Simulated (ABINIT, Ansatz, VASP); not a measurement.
Ni₃Fe (Pm-3m, 4 atoms in the cell) computed with different codes at matched settings

Self-consistent single point.

```xyz
4
Lattice="3.5876 0.0000 0.0000 0.0000 3.5876 0.0000 0.0000 0.0000 3.5876" Properties=species:S:1:pos:R:3 pbc="T T T"
Fe     0.0000     0.0000     0.0000
Ni     0.0000     1.7938     1.7938
Ni     1.7938     0.0000     1.7938
Ni     1.7938     1.7938     0.0000
```
Moments meant for the start (each program seeds them in its own way; μB, in the order of the atoms Fe Ni Ni Ni): 3.0 0.5 0.5 0.5.

All programs got the same cell, k-point mesh and kind of occupations, and the same starting moments (in Ansatz's words: kpoints.mp_grid.grid = 7 7 7; magnetization.spin_polarized = true; scf.occupations.method = fermi_dirac; scf.occupations.width = 0.05 eV); potentials, basis and cutoffs are each program's usual ones.

| code | model | pressure (GPa) | size of the net moment (μB/atom) | cutoff |
|---|---|---|---|---|
| Ansatz | PBE, default PAW files | -6.22 | 1.25 | default |
| VASP | PBE, VASP's PBE PAW potentials (set 64) | -6.50 | 1.24 | 300 eV |
| ABINIT | PBE, norm-conserving pseudopotentials (PseudoDojo nc-sr-05 PBE standard) | -5.90 | 1.26 | 49 Ha |

The spread over the programs that give each value: pressure within 0.60 GPa; size of the net moment within 0.02 μB/atom.

The starting cell has typed, rounded lattice constants, without a prior relaxation at this level. Its lattice was rescaled by a random factor within 2.5 % of one. On Ansatz's run: The magnetic order is the one reached from the typed start; others were not searched systematically. In the base run, with a pressure of about -6 GPa the cell is away from its equilibrium volume at this level.

Problem. Why do the programs differ, and what cannot be compared?

Solution. Differences of this kind can come from the potentials, where these differ, and from what each basis and cutoff leave unconverged. The valence holds different numbers of electrons (Ansatz (a quantum-chemistry and plane-wave program) 70, VASP 38, ABINIT 70). The zero of total energies and Fermi levels follows the potentials and each program's conventions, so they are not compared here. Ansatz's pressure is given at a fixed set of plane waves, as the other plane-wave codes print theirs; with its correction for the finite basis it is -6.16 GPa. Site moments depend on each program's spheres or projections; the total moment of the cell does not.

VASP's run is marked for a possible Pulay error in its stress at this cutoff; no cutoff test was made.

Left out of this page: Quantum ESPRESSO, Elk, FLEUR and SIESTA (not drawn, or without a comparable value); GPAW (failed or unconverged).

Keys are those of Ansatz 0.2.
